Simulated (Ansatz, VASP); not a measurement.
# Cross-check of SnSe between VASP and Ansatz

One calculation is typed for both programs; each brings its own data sets. How far apart do they land? The cell is taken from a series of runs on this material, whose earlier steps may have relaxed, scaled, displaced or heated it; both programs get it as it stands.

Method: plane waves, with VASP 6.6.1 beside it; single point at PBE0, in Ansatz 0.2.0.

### 1. Set-up

It takes space group Pnma (No. 62, orthorhombic). Conventional cell: a = 11.502 Å, b = 4.154 Å, c = 4.444 Å, α = 90.00°, β = 90.00°, γ = 90.00°. Nearest to Sn lie 5 Se at 2.77 to 3.32 Å. Nearest to Se lie 5 Sn at 2.77 to 3.32 Å. Farther neighbours and most contacts between anions are not listed.

As a file:

```
Sn Se
1.0
    11.50220    0.00000    0.00000
     0.00000    4.15400    0.00000
     0.00000    0.00000    4.44450
Sn Se
4 4
Direct
  0.61809 0.75000 0.39754
  0.88191 0.25000 0.89754
  0.38191 0.25000 0.60246
  0.11809 0.75000 0.10246
  0.14335 0.25000 0.52321
  0.64335 0.25000 0.97679
  0.35665 0.75000 0.02321
  0.85665 0.75000 0.47679
```

### 2. VASP: single point, PBE0

With cell and atoms fixed, the geometry can't cause a difference; cores, projectors, grids and the points listed under the comparison can.

Lines of VASP's logs that name or quote its potential files are left out, and so is its time.

The run reads the wave functions of an earlier VASP run, which isn't shown here.

INCAR

```
SYSTEM = SnSe
PREC = Accurate
ENCUT = 400
EDIFF = 1E-06
NELM = 100
ISMEAR = 0
SIGMA = 0.01
LREAL = .FALSE.
ALGO = Normal
LHFCALC = .TRUE.
AEXX = 0.25
GGA = PE
LASPH = .TRUE.
NBANDS = 49
PRECFOCK = Fast
LORBIT = 11
LWAVE = .FALSE.
LCHARG = .FALSE.
KPAR = 4
NCORE = 4
ISIF = 2
```

POSCAR

```
SnSe
1.0
   11.5022000000      0.0000000000      0.0000000000
    0.0000000000      4.1540000000      0.0000000000
    0.0000000000      0.0000000000      4.4445000000
Sn Se
4 4
Direct
    0.6180906623      0.7500000000      0.3975350380
    0.8819093377      0.2500000000      0.8975350380
    0.3819093377      0.2500000000      0.6024649620
    0.1180906623      0.7500000000      0.1024649620
    0.1433532693      0.2500000000      0.5232051378
    0.6433532693      0.2500000000      0.9767948622
    0.3566467307      0.7500000000      0.0232051378
    0.8566467307      0.7500000000      0.4767948622
```

KPOINTS

```
Automatic mesh
0
Gamma
2 4 4
0 0 0
```

PAW data sets: Sn_d and Se (PBE family, release 64).

On the command line:

```
$ mpirun -np 16 vasp_std
```

Numbers of over 12 decimals in the logs are rounded to 6 here.

Log:

```text
[banner, memory and clock lines left out]
running   16 mpi-ranks, on    1 nodes
 distrk:  each k-point on    4 cores,    4 groups
 distr:  one band on    4 cores,    1 groups

 POSCAR found type information on POSCAR SnSe
 POSCAR found :  2 types and       8 ions
 LDA part: xc-table for (Slater+PW92), standard interpolation
 found WAVECAR, reading the header
 POSCAR, INCAR and KPOINTS ok, starting setup
 FFT: planning ... GRIDC
 FFT: planning ... GRID_SOFT
 FFT: planning ... GRID
 reading WAVECAR
 the WAVECAR file was read successfully
 initial charge from wavefunction
 entering main loop
       N       E                     dE             d eps       ncg     rms          rms(c)
DAV:   1    -0.433429319762E+02   -0.43343E+02   -0.16368E+00  1836   0.809E+00    0.274E+00
DAV:   2    -0.433887539919E+02   -0.45822E-01   -0.18033E-01  2146   0.168E+00    0.184E+00
DAV:   3    -0.433836301290E+02    0.51239E-02   -0.13189E-02  2598   0.530E-01    0.111E+00
DAV:   4    -0.433815289020E+02    0.21012E-02   -0.37804E-03  2365   0.259E-01    0.643E-01
DAV:   5    -0.433812724299E+02    0.25647E-03   -0.10362E-03  2251   0.148E-01    0.371E-01
DAV:   6    -0.433811390973E+02    0.13333E-03   -0.12605E-04  2142   0.678E-02    0.208E-01
DAV:   7    -0.433810807048E+02    0.58392E-04   -0.57496E-05  2062   0.367E-02    0.113E-01
DAV:   8    -0.433810667299E+02    0.13975E-04   -0.21716E-05  1644   0.182E-02    0.606E-02
DAV:   9    -0.433810637379E+02    0.29920E-05   -0.46982E-06  1652   0.977E-03    0.339E-02
DAV:  10    -0.433810633617E+02    0.37612E-06   -0.11966E-06  1091   0.674E-03
   1 F= -.43381063E+02 E0= -.43381063E+02  d E =-.213688E-27
```

OUTCAR, selected parts (step 2):

```text
ion  position               nearest neighbor table
   1  0.618  0.750  0.398-   8 2.77   6 2.81   6 2.81   3 3.54   3 3.54
   2  0.882  0.250  0.898-   6 2.77   8 2.81   8 2.81   4 3.54   4 3.54
   3  0.382  0.250  0.602-   5 2.77   7 2.81   7 2.81   1 3.54   1 3.54
   4  0.118  0.750  0.102-   7 2.77   5 2.81   5 2.81   2 3.54   2 3.54
   5  0.143  0.250  0.523-   3 2.77   4 2.81   4 2.81
   6  0.643  0.250  0.977-   2 2.77   1 2.81   1 2.81
   7  0.357  0.750  0.023-   4 2.77   3 2.81   3 2.81
   8  0.857  0.750  0.477-   1 2.77   2 2.81   2 2.81

  LATTYP: Found a simple orthorhombic cell.
 ALAT       =     4.1540000000
 B/A-ratio  =     1.0699325951
 C/A-ratio  =     2.7689455946

 Subroutine GETGRP returns: Found  8 space group operations
 (whereof  2 operations were pure point group operations)

The static configuration has the point symmetry S_2 .
 The point group associated with its full space group is D_2h.

 Found     18 irreducible k-points:

   k-points           NKPTS =     18   k-points in BZ     NKDIM =     32   number of bands    NBANDS=     49

   dimension x,y,z NGX =    80 NGY =   28 NGZ =   30
   dimension x,y,z NGXF=   160 NGYF=   56 NGZF=   60

   ENCUT  =  400.0 eV  29.40 Ry    5.42 a.u.  18.76  6.77  7.25*2*pi/ulx,y,z

   NELECT =      80.0000    total number of electrons

 k-points in reciprocal lattice and weights: Automatic mesh
   0.00000000  0.00000000  0.00000000       0.031
   0.50000000  0.00000000  0.00000000       0.031
   0.00000000  0.25000000  0.00000000       0.062
   0.50000000  0.25000000  0.00000000       0.062
   0.00000000  0.50000000  0.00000000       0.031
   0.50000000  0.50000000  0.00000000       0.031
   0.00000000  0.00000000  0.25000000       0.062
   0.50000000  0.00000000  0.25000000       0.062
   0.00000000  0.25000000  0.25000000       0.125
[...]
0.00000000  0.50000000  0.50000000       0.031
   0.50000000  0.50000000  0.50000000       0.031

  exchange ACFDT corr.  =         0.00000000  see jH, gK, PRB 81, 115126

 average (electrostatic) potential at core
       1 -95.0557       2 -95.0557       3 -95.0557       4 -95.0557       5 -48.4756
       6 -48.4756       7 -48.4756       8 -48.4756

 E-fermi :   4.8455

 k-point     1 :       0.0000    0.0000    0.0000
  band No.  band energies     occupation
    ...
     36       2.6516      2.00000
     37       3.0156      2.00000
     38       3.5100      2.00000
     39       3.9803      2.00000
     40       4.2272      2.00000
     41       6.5876      0.00000
     42       9.0707      0.00000
     43       9.1718      0.00000
     44       9.2118      0.00000
     45       9.4891      0.00000
    ...

 k-point     2 :       0.5000    0.0000    0.0000
  band No.  band energies     occupation
    ...
     36       2.3606      2.00000
     37       2.7054      2.00000
     38       2.7055      2.00000
     39       4.1576      2.00000
     40       4.1576      2.00000
     41       8.6892      0.00000
     42       8.6892      0.00000
     43       8.8351      0.00000
     44       8.8351      0.00000
     45      10.0802      0.00000
    ...

 k-point     3 :       0.0000    0.2500    0.0000
  band No.  band energies     occupation
    ...
     36       2.8420      2.00000
     37       3.1598      2.00000
     38       3.9662      2.00000
     39       3.9934      2.00000
     40       4.6202      2.00000
     41       6.9360      0.00000
     42       7.0806      0.00000
     43       8.4424      0.00000
     44       8.5106      0.00000
     45       8.6956      0.00000
    ...

  Total        0.5457576      0.4639820     -0.0041208      0.0000000      0.0000000      0.0000000
  in kB        4.1175613      3.5005914     -0.0310900      0.0000000      0.0000000      0.0000000
  external PRESSURE =       2.5290209 kB  Pullay stress =       0.0000000 kB

  energy-cutoff  :      400.00
  volume of cell :      212.36
      direct lattice vectors                 reciprocal lattice vectors
    11.502200000  0.000000000  0.000000000     0.086939890  0.000000000  0.000000000
     0.000000000  4.154000000  0.000000000     0.000000000  0.240731825  0.000000000
     0.000000000  0.000000000  4.444500000     0.000000000  0.000000000  0.224997188

 POSITION                                       TOTAL-FORCE (eV/Angst)
 -----------------------------------------------------------------------------------
      7.10940      3.11550      1.76684         0.200915     -0.000000     -0.153569
     10.14390      1.03850      3.98909        -0.200915      0.000000     -0.153569
      4.39280      1.03850      2.67766        -0.200915      0.000000      0.153569
      1.35830      3.11550      0.45541         0.200915      0.000000      0.153569
      1.64888      1.03850      2.32539         0.150067      0.000000     -0.168334
      7.39998      1.03850      4.34136         0.150067     -0.000000      0.168334
      4.10222      3.11550      0.10314        -0.150067      0.000000     -0.168334
      9.85332      3.11550      2.11911        -0.150067     -0.000000      0.168334
 -----------------------------------------------------------------------------------
    total drift:                                0.000070      0.000021      0.000017

  FREE ENERGIE OF THE ION-ELECTRON SYSTEM (eV)
  ---------------------------------------------------
  free  energy   TOTEN  =       -43.3810633617 eV

  energy  without entropy=      -43.3810633617  energy(sigma->0) =      -43.38106336

 total charge
# of ion       s       p       d       tot
------------------------------------------
    1        1.385   0.725  10.000  12.110
    2        1.385   0.725  10.000  12.110
    3        1.385   0.725  10.000  12.110
    4        1.385   0.725  10.000  12.110
    5        1.480   2.375   0.024   3.879
    6        1.480   2.375   0.024   3.879
    7        1.480   2.375   0.024   3.879
    8        1.480   2.375   0.024   3.879
--------------------------------------------------
tot         11.458  12.400  40.096  63.954

[... 3 further parts left out ...]
```

The k-mesh is coarse for unscreened exact exchange, which converges slowly with it.

[end of part 1 of 2]

[Lines on the potential files, build, host, timing and source positions are cut from VASP's logs without a mark.]

[Logs are printed without paths, hosts, clocks, repeated set-up lines and the standing remarks that a program may print on its own settings, such as how far it seeks lower states.]

[Hosts, paths, dates, database ids (printed as entryN), source tags and the programs' standing remarks are cut or masked in the printed files.]
